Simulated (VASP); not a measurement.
# H14C4O in VASP: notebook, part 2 of 2

VASP 6.6.1. The steps go on from the part before.

**4. Single point, PBE**

File INCAR:

```
PREC = Accurate
ENCUT = 520
EDIFF = 1E-6
ISMEAR = -1
SIGMA = 0.05
LREAL = Auto
LASPH = True
NELM = 100
ALGO = Normal
ISIF = 2
LWAVE = False
LCHARG = True
GGA = PE
LELF = True
LVHAR = True
NBANDS = 61
```

File KPOINTS:

```
Automatic mesh
0
Gamma
  1 1 1
```

File POSCAR:

```
H14C4O
1.0
    7.5361220000      0.0000000000      0.0000000000
    0.0000000000      7.5361220000      0.0000000000
    0.0000000000      0.0000000000      7.5361220000
O H C
2 28 8
Direct
    0.6687789821      1.1045468744      0.8523349277
    0.7943608132      0.4075040186      1.0162521254
    0.5880610744      1.1123094876      0.7544198462
    0.6033872594      1.0403493999      0.9488434503
    0.7746026405      0.5167909967      0.9430049036
    0.7811444666      0.3114864648      0.9246930981
    0.1285674515     -0.0609597350      0.1741744627
    0.0293386970      0.1278376332      0.2614209271
   -0.0419048418      0.0619416724      0.0430990900
    0.1194380877      0.3287367163      0.0361193728
    0.3158521054      0.2510176985      0.1359187126
    0.2610361138      0.1613694683     -0.0678067579
    0.7749874538      0.6515021917      0.7404471424
    0.5985306501      0.5327806530      0.6253348871
    0.8265524364      0.5300471516      0.5610710655
    0.6153828189      0.7205960838      0.3564565436
    0.5414986647      0.8228635364      0.5597972007
    0.7661500172      0.8657635850      0.4816270225
    0.4341755614      0.6474152090      1.1714247726
    0.5683957876      0.6455972979      0.9802787163
    0.4847851455      0.8556655532      1.0828115575
    0.3482427700      0.7934717617      0.7866645471
    0.2695152759      0.5828196518      0.8700230702
    0.1914512530      0.7903932553      0.9512452160
    0.0208462655      0.6487421515      0.3316294508
    0.0708852643      0.7041685365      0.5579925590
    0.2232182547      0.7697991089      0.4126525553
    0.3215314189      0.4569326240      0.5424540632
    0.1011130128      0.3831546252      0.4822108772
    0.2582628041      0.4290402942      0.3132778371
    0.0733931855      0.0770024689      0.1413459071
    0.1991077108      0.2071887902      0.0520692207
    0.7191099083      0.6071159676      0.6129279754
    0.6574867020      0.7674902291      0.4934766183
    0.4529916050      0.7122761548      1.0372310852
    0.3032726912      0.7152485058      0.8994811921
    0.1306374817      0.6520727770      0.4339101729
    0.2085688103      0.4704408979      0.4445389817
```

Launch:

```bash
cat potpaw_PBE.64/O/POTCAR potpaw_PBE.64/H/POTCAR potpaw_PBE.64/C/POTCAR > POTCAR
mpirun -np 1 vasp_gam > vasp.out
```

Wall time 61 s (1 thread of Intel Xeon Platinum 8259CL at 2.50GHz (Skylake/Cascade Lake), shared host); peak memory 0.39 GiB.

The run converged. Its results:

- Free energy: -189.4993 eV
- Pressure: -0.2 GPa
- Largest force: 3.307 eV/Å
- Band gap on the k mesh: 4.81 eV, direct

Forces in eV/Å, atoms in the order of the input:
```
O   -0.024 -0.737  1.255
O   -0.052  0.601 -1.448
H   -0.494 -0.025 -0.524
H    0.580  0.623 -0.963
H    0.299 -1.055  0.833
H   -0.161  0.452  0.890
H   -0.331  1.223 -0.518
H   -0.984  0.906  1.842
H    0.775 -0.165  1.174
H    0.251 -0.023 -0.562
H   -0.674 -0.533 -0.226
H   -0.128 -0.253 -0.939
H   -0.524  0.298  0.072
H   -0.336 -0.960  0.620
H    0.318 -0.579 -0.822
H    0.435  0.343  1.087
H   -0.134  0.416 -0.083
H   -0.446 -0.032 -0.097
H   -0.531  0.063 -1.143
H    0.234  0.311  0.093
H    0.049 -1.245 -0.653
H    0.131 -0.278 -0.520
H   -0.634 -1.233 -0.752
H   -0.504 -0.204  0.115
H    0.779  0.409  0.528
H   -0.165 -0.725 -0.019
H   -0.313 -1.188 -0.618
H   -0.771  0.082 -0.522
H   -0.162 -0.713  0.200
H   -0.059  0.000  0.307
C    0.349 -2.124 -2.511
C    0.765  0.860  1.632
C   -0.292  1.635 -0.585
C    0.928 -1.015 -0.215
C    0.319  1.321  1.301
C    0.735  1.330  1.491
C   -0.578  2.295 -0.102
C    1.347 -0.082  0.382
```

Stress tensor (GPa, compression positive):
```
 0.18 -0.15 -1.91
-0.15 -0.26  0.70
-1.91  0.70 -0.41
```

Levels at points of the mesh, in eV from the valence-band top:
```
           k point  band 34  band 35  band 36  band 37  band 38  band 39
(0.00, 0.00, 0.00)    -1.25    -0.95     0.00     4.81     6.48     6.70
```

PBE gaps usually lie below the measured ones, often by a third to a half.

**5. Single point, PBE**

File INCAR:

```
SYSTEM = H14C4O
PREC     = Accurate       ! precision mode
ENCUT    = 520            ! plane-wave cutoff, eV
EDIFF    = 1E-6           ! SCF threshold, eV
ISMEAR   = -1             ! smearing method
SIGMA    = 0.05           ! smearing width, eV
LREAL    = Auto         
LASPH    = .TRUE.         ! aspherical terms in the spheres
NELM     = 100            ! most SCF steps
ALGO     = Normal         ! electronic algorithm
ISIF     = 2              ! what is computed and relaxed
LWAVE    = .FALSE.        ! write WAVECAR
LCHARG   = .TRUE.         ! write CHGCAR
GGA      = PE             ! functional
LELF     = .TRUE.         ! ELF
LVHAR    = .TRUE.       
NBANDS   = 61             ! bands
```

File KPOINTS:

```
regular mesh
0
G
  1 1 1
  0 0 0
```

File POSCAR:

```
H14C4O
1.0
    7.5361220000      0.0000000000      0.0000000000
    0.0000000000      7.5361220000      0.0000000000
    0.0000000000      0.0000000000      7.5361220000
O H C
2 28 8
Direct
    0.6597159653      1.0824532830      0.8649806890
    0.7903003693      0.3946459465      1.0373505100
    0.6718707579      1.1202047950      0.7445208557
    0.5264909459      1.0648712959      0.8571251899
    0.8293788238      0.4701622399      0.9398600500
    0.8087581385      0.2705900993      1.0028234681
    0.1542172486     -0.0536880905      0.2054239568
    0.0492030251      0.1458973196      0.2836737516
   -0.0400869307      0.0146759832      0.0822438915
    0.1315132637      0.3390868672      0.0675944471
    0.3382774323      0.2187464587      0.0861318328
    0.1950339976      0.1695301642     -0.0984325891
    0.8288215079      0.6461148055      0.7086403325
    0.6140293376      0.5410740431      0.6914166198
    0.7932063733      0.4920169817      0.5345985641
    0.6027237882      0.6823934114      0.3775018504
    0.5416048201      0.8135218618      0.5721377653
    0.7519650027      0.8497473900      0.4670571947
    0.4454014943      0.6059880665      1.1597211404
    0.5596379676      0.6578715153      0.9507011696
    0.4636469526      0.8250662609      1.1046530298
    0.2973810668      0.7633236298      0.8122479970
    0.2214268824      0.5587754551      0.9058239768
    0.1726352095      0.7788753951      1.0004217023
    0.0209258820      0.6582695981      0.3305413580
    0.0762726506      0.6850738351      0.5649324679
    0.2402296566      0.7465378082      0.4268243003
    0.3132911065      0.4194863087      0.5299808045
    0.1249448987      0.3452306107      0.4200170857
    0.2825458505      0.4607276793      0.2945546794
    0.0792051933      0.0721060514      0.1625637165
    0.1939591742      0.2077859143      0.0542055981
    0.7239001704      0.5968188944      0.6160330207
    0.6575397797      0.7461131866      0.5032429146
    0.4549554798      0.6889617764      1.0382528308
    0.2760438326      0.6958486075      0.9340878505
    0.1266566544      0.6477602141      0.4374796480
    0.2111165398      0.4560701114      0.4247675396
```

Potentials or basis: VASP PAW PBE potentials, release 64 (O, H, C).

Launch:

```bash
cat potpaw_PBE.64/O/POTCAR potpaw_PBE.64/H/POTCAR potpaw_PBE.64/C/POTCAR > POTCAR
mpirun -np 1 vasp_gam > vasp.out
```

OUTCAR:

```text
SYSTEM = H14C4O
   PREC = Accurate
   ENCUT = 520
   EDIFF = 1E-6
   ISMEAR = -1
   LREAL = Auto
   LASPH = .TRUE.
   NELM = 100
   ISIF = 2
   GGA = PE

 ion  position               nearest neighbor table
   1  0.660  0.082  0.865-   3 0.96   4 1.01
   2  0.790  0.395  0.037-   5 0.97   6 0.98
   3  0.672  0.120  0.745-   1 0.96
   4  0.526  0.065  0.857-   1 1.01
   5  0.829  0.470  0.940-   2 0.97
   6  0.809  0.271  0.003-   2 0.98
   7  0.154  0.946  0.205-  31 1.15
   8  0.049  0.146  0.284-  31 1.09
[... 20 lines left out ...]
  29  0.125  0.345  0.420-  38 1.06
  30  0.283  0.461  0.295-  38 1.12
  31  0.079  0.072  0.163-   8 1.09   7 1.15   9 1.17  32 1.57
  32  0.194  0.208  0.054-  10 1.10  11 1.12  12 1.19  31 1.57
  33  0.724  0.597  0.616-  14 1.09  13 1.12  15 1.13  34 1.50
  34  0.658  0.746  0.503-  18 1.09  17 1.14  16 1.14  33 1.50
  35  0.455  0.689  0.038-  20 1.05  19 1.11  21 1.14  36 1.56
  36  0.276  0.696  0.934-  22 1.06  24 1.12  23 1.13  35 1.56
  37  0.127  0.648  0.437-  26 1.07  25 1.14  27 1.14  38 1.58
  38  0.211  0.456  0.425-  29 1.06  30 1.12  28 1.14  37 1.58

  LATTYP: Found a simple cubic cell.
 ALAT       =     7.5361220000
[... 235 lines left out ...]

 k-point     1 :       0.0000    0.0000    0.0000
  band No.  band energies     occupation
      1     -23.0450      2.00000
      2     -21.9222      2.00000
      3     -16.1915      2.00000
      4     -15.8483      2.00000
      5     -15.6305      2.00000
      6     -15.5244      2.00000
[... 40 lines left out ...]
     47       4.5420      0.00000
     48       4.6194      0.00000
 [bands above 48 left out]

------------------------ aborting loop because EDIFF is reached ----------------------------------------

  FORCE on cell =-STRESS in cart. coord.  units (eV):
  Direction    XX          YY          ZZ          XY          YZ          ZX
  --------------------------------------------------------------------------------------
  -------------------------------------------------------------------------------------
  Total       -4.8224793     -5.4900555     -1.1272436      0.2307822     -3.2077150     -3.8909957
  in kB      -18.0524935    -20.5515015     -4.2197293      0.8639112    -12.0077766    -14.5655731
  external PRESSURE =     -14.2745748 kB  Pullay stress =       0.0000000 kB

 VOLUME and BASIS-vectors are now :
 -----------------------------------------------------------------------------
  energy-cutoff  :      520.00
  volume of cell :      428.00
      direct lattice vectors                 reciprocal lattice vectors
     7.536122000  0.000000000  0.000000000     0.132694242  0.000000000  0.000000000
     0.000000000  7.536122000  0.000000000     0.000000000  0.132694242  0.000000000
     0.000000000  0.000000000  7.536122000     0.000000000  0.000000000  0.132694242

 POSITION                                       TOTAL-FORCE (eV/Angst)
 -----------------------------------------------------------------------------------
      4.97170      0.62138      6.51860        -2.223527     -0.595415      0.064526
      5.95580      2.97410      0.28148         0.181950      0.175410      0.280744
      5.06330      0.90588      5.61080         0.848767      0.423774     -1.048776
      3.96770      0.48888      6.45940         1.448367      0.013050      0.887562
      6.25030      3.54320      7.08290        -0.024939     -0.364235      0.048518
      6.09490      2.03920      0.02128        -0.247435      0.403187     -0.200359
[... 30 lines left out ...]
      0.95450      4.88160      3.29690         1.142180     -0.689213     -0.788326
      1.59100      3.43700      3.20110         1.834902      1.735706      0.012966
 -----------------------------------------------------------------------------------
    total drift:                               -0.014168     -0.031700      0.011430

  FREE ENERGIE OF THE ION-ELECTRON SYSTEM (eV)
  ---------------------------------------------------
  free  energy   TOTEN  =      -189.0755079891 eV

  energy  without entropy=     -189.0755079889  energy(sigma->0) =     -189.07550799
```

It took 62 s on 1 thread of Intel Xeon Platinum 8259CL at 2.50GHz (Skylake/Cascade Lake), shared host; peak memory 0.39 GiB.

Results:

- Free energy: -189.0755 eV
- Pressure: -1.4 GPa
- Largest force: 3.773 eV/Å
- Band gap on the k mesh: 4.82 eV, direct

Forces on the atoms (eV/Å):
```
O   -2.224 -0.595  0.065
O    0.182  0.175  0.281
H    0.849  0.424 -1.049
H    1.448  0.013  0.888
H   -0.025 -0.364  0.049
H   -0.247  0.403 -0.200
H   -0.456  1.318 -0.406
H   -0.797 -0.439  0.154
H    1.097  1.147  1.126
H    0.191 -0.173 -0.216
H   -0.660 -0.185  0.380
H   -0.175  0.541  1.821
H   -0.513 -0.238 -0.012
H    0.002 -0.384  0.129
H   -0.581  0.475  0.461
H    0.347  0.919  0.808
H    0.767 -0.326 -0.534
H    0.297 -0.073 -0.062
H    0.261 -0.303 -0.817
H    1.238 -0.265 -0.337
H    0.643 -0.793 -0.895
H    0.251  0.382 -1.322
H    0.295  0.975  0.099
H    0.390 -0.709  0.008
H    0.955  0.298  0.849
H   -0.769 -0.258  0.777
H   -0.874 -0.612 -0.659
H   -0.703  0.709 -0.630
H   -1.260 -0.668  0.010
H   -0.190 -0.410  0.714
C    0.808 -1.208 -0.808
C   -0.055 -1.216 -2.177
C    1.666 -0.438  0.282
C   -2.077  0.046 -1.019
C   -2.720  1.816  1.881
C   -0.337 -1.031  1.138
C    1.142 -0.689 -0.788
C    1.835  1.736  0.013
```

Stress tensor (GPa, compression positive):
```
-1.81  0.09 -1.46
 0.09 -2.06 -1.20
-1.46 -1.20 -0.42
```

**6. Single point, PBE**

File INCAR:

```
PREC = Accurate ; ENCUT = 520
EDIFF = 1E-6 ; ISMEAR = -1
SIGMA = 0.05 ; LREAL = Auto
LASPH = True ; NELM = 100
ALGO = Normal ; ISIF = 2
LWAVE = False ; LCHARG = True
GGA = PE ; LELF = True
LVHAR = True ; NBANDS = 61
```

File KPOINTS:

```
regular mesh
0
Gamma
  1 1 1
```

File POSCAR:

```
H14C4O
1.0
    7.5361220000      0.0000000000      0.0000000000
    0.0000000000      7.5361220000      0.0000000000
    0.0000000000      0.0000000000      7.5361220000
O H C
2 28 8
Direct
    0.6929160648      1.0730054529      0.8827617175
    0.7913486539      0.4145633523      1.0982173590
    0.7585068288      1.1172987911      0.7810781195
    0.6384450783      0.9607593932      0.8437363408
    0.8879367930      0.4591353484      1.0202992998
    0.7327376070      0.3214252636      1.0300257878
    0.0801473225     -0.0599777976      0.2172470138
    0.0369686160      0.1664516578      0.2917946392
   -0.0547761833      0.0818988865      0.0927665449
    0.1876960060      0.2948996845      0.0478097356
    0.3288826800      0.1296555443      0.1276385918
    0.2328783955      0.0870739619     -0.0711904611
    0.7686712078      0.5829523460      0.7471216628
    0.5994329710      0.4808308570      0.6323809514
    0.7981293296      0.4983066888      0.5243147603
    0.5511455361      0.6897048641      0.4175091645
    0.5610710655      0.8190286728      0.6297801442
    0.7443483532      0.8268178249      0.4712237939
    0.4381829275      0.6140160682      1.1447532298
    0.5704260096      0.6309213147      0.9526119667
    0.4954272237      0.8263268562      1.0797065122
    0.2894194123      0.8093552626      0.8132962816
    0.2219178511      0.5950275221      0.8720134839
    0.1902304660      0.7828562223      1.0183486945
    0.0349383940      0.6304966931      0.3006851535
    0.0314750743      0.6953443694      0.5341739425
    0.2220240065      0.7439104622      0.3869496805
    0.2872697655      0.4483074982      0.5462093103
    0.0960308233      0.3597473608      0.4639654188
    0.2637165375      0.4375061869      0.3005922675
    0.0633747702      0.0833850620      0.1708040289
    0.2153229473      0.1554380356      0.0589693214
    0.7120240357      0.5728012365      0.6139364517
    0.6414837764      0.7372492112      0.5311087055
    0.4542123920      0.6932345310      1.0294021249
    0.2842708757      0.7163233292      0.9241225129
    0.1171690161      0.6522585489      0.4265589119
    0.1953922720      0.4571316653      0.4315747542
```

Potentials or basis: VASP PAW PBE potentials, release 64 (O, H, C).

Launch:

```bash
cat potpaw_PBE.64/O/POTCAR potpaw_PBE.64/H/POTCAR potpaw_PBE.64/C/POTCAR > POTCAR
mpirun -np 1 vasp_gam > vasp.out
```

Wall time 61 s (1 thread of Intel Xeon Platinum 8259CL at 2.50GHz (Skylake/Cascade Lake), shared host); peak memory 0.39 GiB.

Results (log left out):

- Free energy: -189.4118 eV
- Pressure: 0.1 GPa
- Largest force: 3.468 eV/Å
- Band gap on the k mesh: 5.17 eV, direct

Forces on the atoms (eV/Å):
```
O   -0.207 -0.228 -0.054
O    0.718  0.492 -0.531
H   -0.038 -0.151 -0.167
H    0.274  0.523  0.158
H   -0.771 -0.409  0.573
H    0.054 -0.144  0.011
H    0.122  1.191 -0.323
H    0.248 -0.497 -0.724
H   -1.041  0.043 -0.370
H    0.398  0.746 -0.506
H    2.942 -0.012  1.451
H   -0.425  0.487  0.344
H    0.405  0.334 -0.013
H   -0.040  0.019  0.138
H    0.383  0.124 -0.032
H    0.718  0.920  1.031
H    0.376 -0.608 -0.913
H   -0.440 -0.433  0.327
H   -0.272 -0.826  0.874
H   -1.109  0.669  0.690
H    0.109 -0.433 -0.221
H    0.445  0.068 -0.266
H    0.194 -0.114  0.174
H    0.024 -0.539 -0.531
H    0.062  1.021  1.084
H    0.206  0.007  0.240
H    0.037  0.299  0.409
H    0.339 -0.140 -0.491
H   -0.603 -0.417 -0.407
H   -0.357 -0.356  0.988
C   -0.017 -1.252  1.051
C   -2.253 -0.726 -0.957
C   -0.461 -1.530  0.391
C   -1.038  1.134 -1.000
C    1.547  0.678 -1.623
C   -1.017  0.400  0.771
C   -0.435 -2.238 -2.613
C    0.923  1.896  1.036
```

Stress tensor (GPa, compression positive):
```
 1.69 -0.14  1.37
-0.14 -0.26 -1.65
 1.37 -1.65 -1.14
```

Levels at points of the mesh, in eV from the valence-band top:
```
           k point  band 34  band 35  band 36  band 37  band 38  band 39
(0.00, 0.00, 0.00)    -0.61    -0.59     0.00     5.17     6.79     7.10
```
